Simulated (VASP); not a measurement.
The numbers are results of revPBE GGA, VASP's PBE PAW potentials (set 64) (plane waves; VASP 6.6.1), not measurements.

The input files of a VASP run:

### KPOINTS
```
Automatic mesh
0
Gamma
12 12 12
0 0 0
```

**INCAR**
```
LASPH=.TRUE.   ! aspherical one-centre terms
ALGO=Normal
ENCUT=520
PREC=Accurate
SYSTEM=ZrC
LMAXMIX=4   ! l cut-off of mixed one-centre charges
GGA=RE
NELM=100
ISMEAR=1   ! Methfessel-Paxton
EDIFF=1E-6   ! SCF stop (eV)
LWAVE=.FALSE.
NSW=60
EDIFFG=-0.01   ! ionic stop
IBRION=2   ! conjugate gradients
SIGMA=0.1   ! width (eV)
LREAL=.FALSE.   ! projection in real space or not
LCHARG=.FALSE.
ISIF=3   ! ions, shape and volume
```

**POSCAR**
```
ZrC
1.0
  0.0000000000   2.3500000000   2.3500000000
  2.3500000000   0.0000000000   2.3500000000
  2.3500000000   2.3500000000   0.0000000000
Zr C
1 1
Cart
  0.0000000000   0.0000000000   0.0000000000
  2.3500000000   2.3500000000   2.3500000000
```

POTCAR, in this order: Zr_sv C (PBE.64 set). Program: vasp_std.

Output

### OUTCAR
```
 ion  position               nearest neighbor table
   1  0.000  0.000  0.000-   2 2.35   2 2.35   2 2.35   2 2.35   2 2.35   2 2.35
   2  0.500  0.500  0.500-   1 2.35   1 2.35   1 2.35   1 2.35   1 2.35   1 2.35
  LATTYP: Found a face centered cubic cell.
 ALAT       =     4.7000000000
 Subroutine PRICEL returns:
 Original cell was already a primitive cell.
 Subroutine GETGRP returns: Found 48 space group operations
The static configuration has the point symmetry O_h .
The dynamic configuration has the point symmetry O_h .
 Subroutine INISYM returns: Found 48 space group operations
 Subroutine IBZKPT returns following result:
 Found     72 irreducible k-points:

 Following reciprocal coordinates:
            Coordinates               Weight
  0.000000  0.000000  0.000000      1.000000
  0.083333  0.000000  0.000000      8.000000
  0.166667  0.000000  0.000000      8.000000
  0.250000  0.000000  0.000000      8.000000
  0.333333  0.000000  0.000000      8.000000
  0.416667  0.000000  0.000000      8.000000
  0.500000  0.000000  0.000000      4.000000
  0.083333  0.083333  0.000000      6.000000
  0.166667  0.083333  0.000000     24.000000
  0.250000  0.083333  0.000000     24.000000
  0.333333  0.083333  0.000000     24.000000
  0.416667  0.083333  0.000000     24.000000
  0.500000  0.083333  0.000000     24.000000
 -0.416667  0.083333  0.000000     24.000000
 -0.333333  0.083333  0.000000     24.000000
 -0.250000  0.083333  0.000000     24.000000
 -0.166667  0.083333  0.000000     24.000000
 -0.083333  0.083333  0.000000     12.000000
  0.166667  0.166667  0.000000      6.000000
  0.250000  0.166667  0.000000     24.000000
  0.333333  0.166667  0.000000     24.000000
  0.416667  0.166667  0.000000     24.000000
  0.500000  0.166667  0.000000     24.000000
 -0.416667  0.166667  0.000000     24.000000
 -0.333333  0.166667  0.000000     24.000000
 -0.250000  0.166667  0.000000     24.000000
 -0.166667  0.166667  0.000000     12.000000
  0.250000  0.250000  0.000000      6.000000
  0.333333  0.250000  0.000000     24.000000
  0.416667  0.250000  0.000000     24.000000
  0.500000  0.250000  0.000000     24.000000
 -0.416667  0.250000  0.000000     24.000000
 -0.333333  0.250000  0.000000     24.000000
 -0.250000  0.250000  0.000000     12.000000
  0.333333  0.333333  0.000000      6.000000
  0.416667  0.333333  0.000000     24.000000
  0.500000  0.333333  0.000000     24.000000
 -0.416667  0.333333  0.000000     24.000000
 -0.333333  0.333333  0.000000     12.000000
  0.416667  0.416667  0.000000      6.000000
   k-points           NKPTS =     72   k-points in BZ     NKDIM =     72   number of bands    NBANDS=     12
   number of dos      NEDOS =    301   number of ions     NIONS =      2
   total plane-waves  NPLWV =  21952
   dimension x,y,z NGX =    28 NGY =   28 NGZ =   28
   dimension x,y,z NGXF=    56 NGYF=   56 NGZF=   56
   ions per type =               1   1
   PREC   = accura    normal or accurate (medium, high low for compatibility)
   ISTART =      0    job   : 0-new  1-cont  2-samecut
   ICHARG =      2    charge: 1-file 2-atom 10-const
   ISPIN  =      1    spin polarized calculation?
   LNONCOLLINEAR =      F non collinear calculations
   LSORBIT =      F    spin-orbit coupling
   INIWAV =      1    electr: 0-lowe 1-rand  2-diag
   ENCUT  =  520.0 eV  38.22 Ry    6.18 a.u.   6.18  6.18  6.18*2*pi/ulx,y,z
   NELM   =    100;   NELMIN=  2; NELMDL= -5     # of ELM steps
   EDIFF  = 0.1E-05   stopping-criterion for ELM
   LREAL  =      F    real-space projection
   NLSPLINE    = F    spline interpolate recip. space projectors
   LMAXMIX     =    4 max onsite mixed and CHGCAR
...
```

OSZICAR:
```
       N       E                     dE             d eps       ncg     rms          rms(c)
DAV:   1     0.112534414688E+03    0.11253E+03   -0.90282E+03  1728   0.135E+03
DAV:   2    -0.161054741139E+02   -0.12864E+03   -0.12121E+03  2024   0.335E+02
DAV:   3    -0.218843774691E+02   -0.57789E+01   -0.56443E+01  2540   0.642E+01
DAV:   4    -0.220910269703E+02   -0.20665E+00   -0.20653E+00  2232   0.115E+01
DAV:   5    -0.220966040377E+02   -0.55771E-02   -0.55768E-02  2488   0.158E+00    0.210E+01
DAV:   6    -0.188279612349E+02    0.32686E+01   -0.15913E+01  1944   0.280E+01    0.794E+00
DAV:   7    -0.187180314270E+02    0.10993E+00   -0.70969E-01  2028   0.683E+00    0.574E+00
DAV:   8    -0.187145714085E+02    0.34600E-02   -0.12698E-01  1864   0.351E+00    0.132E+00
DAV:   9    -0.187111112436E+02    0.34602E-02   -0.27117E-02  2204   0.112E+00    0.440E-01
DAV:  10    -0.187115634582E+02   -0.45221E-03   -0.19311E-03  1944   0.573E-01    0.333E-01
DAV:  11    -0.187114085616E+02    0.15490E-03   -0.59001E-04  1952   0.202E-01    0.171E-02
DAV:  12    -0.187114072235E+02    0.13382E-05   -0.11839E-05  2552   0.395E-02    0.116E-02
DAV:  13    -0.187114069376E+02    0.28585E-06   -0.28707E-07  1108   0.626E-03
   1 F= -.18711407E+02 E0= -.18711302E+02  d E =-.187114E+02
       N       E                     dE             d eps       ncg     rms          rms(c)
DAV:   1    -0.188970969386E+02   -0.18569E+00   -0.70194E+00  1760   0.310E+01    0.540E+00
DAV:   2    -0.187333668949E+02    0.16373E+00   -0.51411E-01  1768   0.874E+00    0.170E+00
DAV:   3    -0.186955190046E+02    0.37848E-01   -0.15666E-01  2300   0.335E+00    0.451E-01
DAV:   4    -0.186992940906E+02   -0.37751E-02   -0.93432E-03  2664   0.796E-01    0.443E-01
DAV:   5    -0.187022561259E+02   -0.29620E-02   -0.16725E-03  2796   0.269E-01    0.129E-01
DAV:   6    -0.187030907375E+02   -0.83461E-03   -0.17140E-03  2672   0.276E-01    0.420E-02
DAV:   7    -0.187031072145E+02   -0.16477E-04   -0.43290E-05  2072   0.754E-02    0.100E-02
DAV:   8    -0.187031055522E+02    0.16623E-05   -0.87093E-06  2684   0.209E-02    0.356E-03
DAV:   9    -0.187031061105E+02   -0.55828E-06   -0.13373E-07   964   0.415E-03
   2 F= -.18703106E+02 E0= -.18703063E+02  d E =0.830083E-02
       N       E                     dE             d eps       ncg     rms          rms(c)
DAV:   1    -0.187947066529E+02   -0.91601E-01   -0.26953E+00  1752   0.189E+01    0.345E+00
DAV:   2    -0.187263982652E+02    0.68308E-01   -0.16226E-01  1740   0.501E+00    0.103E+00
DAV:   3    -0.187137750228E+02    0.12623E-01   -0.73249E-02  2472   0.228E+00    0.395E-01
DAV:   4    -0.187154799785E+02   -0.17050E-02   -0.18848E-03  2224   0.373E-01    0.266E-01
DAV:   5    -0.187170374853E+02   -0.15575E-02   -0.35098E-03  2728   0.317E-01    0.497E-02
DAV:   6    -0.187170467810E+02   -0.92957E-05   -0.23981E-05  1916   0.409E-02    0.448E-02
DAV:   7    -0.187170645643E+02   -0.17783E-04   -0.14398E-05  2048   0.472E-02    0.139E-02
DAV:   8    -0.187170634747E+02    0.10896E-05   -0.40240E-07  1032   0.724E-03    0.444E-03
DAV:   9    -0.187170649604E+02   -0.14856E-05   -0.39220E-07   920   0.895E-03    0.386E-03
DAV:  10    -0.187170647917E+02    0.16862E-06   -0.70344E-08   912   0.274E-03
   3 F= -.18717065E+02 E0= -.18716987E+02  d E =-.565785E-02
```

OUTCAR:
```
------------------------ aborting loop because EDIFF is reached ----------------------------------------
  FORCE on cell =-STRESS in cart. coord.  units (eV):
  Direction    XX          YY          ZZ          XY          YZ          ZX
  --------------------------------------------------------------------------------------
  Total       -0.0032916     -0.0032916     -0.0032916      0.0000000     -0.0000000      0.0000000
  in kB       -0.1995736     -0.1995736     -0.1995736      0.0000000     -0.0000000      0.0000000
  external PRESSURE =      -0.1995736 kB  Pullay stress =       0.0000000 kB
  volume of cell :       26.42
      direct lattice vectors                 reciprocal lattice vectors
     0.000000000  2.364068190  2.364068190    -0.211499821  0.211499821  0.211499821
     2.364068190 -0.000000000  2.364068190     0.211499821 -0.211499821  0.211499821
     2.364068190  2.364068190  0.000000000     0.211499821  0.211499821 -0.211499821
 POSITION                                       TOTAL-FORCE (eV/Angst)
 -----------------------------------------------------------------------------------
      0.00000      0.00000      0.00000         0.000000      0.000000      0.000000
      2.36407      2.36407      2.36407        -0.000000      0.000000     -0.000000
 -----------------------------------------------------------------------------------
    total drift:                                0.000000      0.000000      0.000000
  FREE ENERGIE OF THE ION-ELECTRON SYSTEM (eV)
  ---------------------------------------------------
  free  energy   TOTEN  =       -18.7170647917 eV

  energy  without entropy=      -18.7168310063  energy(sigma->0) =      -18.71698686

 reached required accuracy - stopping structural energy minimisation
```
(Selected blocks of OUTCAR.)

CONTCAR:
```
ZrC
   1.00000000000000
     0.0000000000000000    2.3640681896185494    2.3640681896185494
     2.3640681896185494   -0.0000000000000000    2.3640681896185494
     2.3640681896185494    2.3640681896185494    0.0000000000000000
  Zr              C
     1     1
Direct
     0.0000000000000000    0.0000000000000000    0.0000000000000000
     0.5000000000000000    0.5000000000000000    0.5000000000000000
```

**OUTCAR**
```
 val. band max:        9.5237316746   @ k =   0.5000   0.5000   0.0000

 cond. band min:       9.5865851370   @ k =   0.4167   0.3333   0.0000


 Fermi energy:         9.5639862741

 k-point     1 :       0.0000    0.0000    0.0000
  band No.  band energies     occupation
      1     -38.7226      2.00000
      2     -16.4423      2.00000
      3     -16.4423      2.00000
      4     -16.4423      2.00000
      5      -1.7995      2.00000
      6      10.4160     -0.00000
      7      10.4160     -0.00000
      8      10.4160     -0.00000
      9      10.5786     -0.00000
     10      10.5786     -0.00000
     11      10.5786     -0.00000
     12      12.2348      0.00000

 k-point     2 :       0.0833    0.0000    0.0000
  band No.  band energies     occupation
      1     -38.7164      2.00000
      2     -16.4995      2.00000
      3     -16.4473      2.00000
      4     -16.4473      2.00000
      5      -1.6472      2.00000
      6       9.3805      2.02626
      7       9.6269      0.13491
      8       9.6269      0.13491
      9      10.8680     -0.00000
     10      10.8680     -0.00000
     11      11.2589     -0.00000
     12      13.0540      0.00000

 k-point     3 :       0.1667    0.0000    0.0000
  band No.  band energies     occupation
      1     -38.6994      2.00000
      2     -16.6528      2.00000
      3     -16.4611      2.00000
      4     -16.4611      2.00000
      5      -1.2168      2.00000
      6       8.0783      2.00000
      7       8.6158      2.00000
      8       8.6158      2.00000
      9      11.3278     -0.00000
     10      11.3278     -0.00000
     11      11.7457      0.00000
     12      14.5324      0.00000

 k-point     4 :       0.2500    0.0000    0.0000
  band No.  band energies     occupation
      1     -38.6762      2.00000
      2     -16.8552      2.00000
      3     -16.4797      2.00000
      4     -16.4797      2.00000
      5      -0.5794      2.00000
      6       6.7724      2.00000
...
```

The compound is ZrC in the rock salt structure. This run relaxes it. Symmetry was kept, so distortions that lower it aren't found.
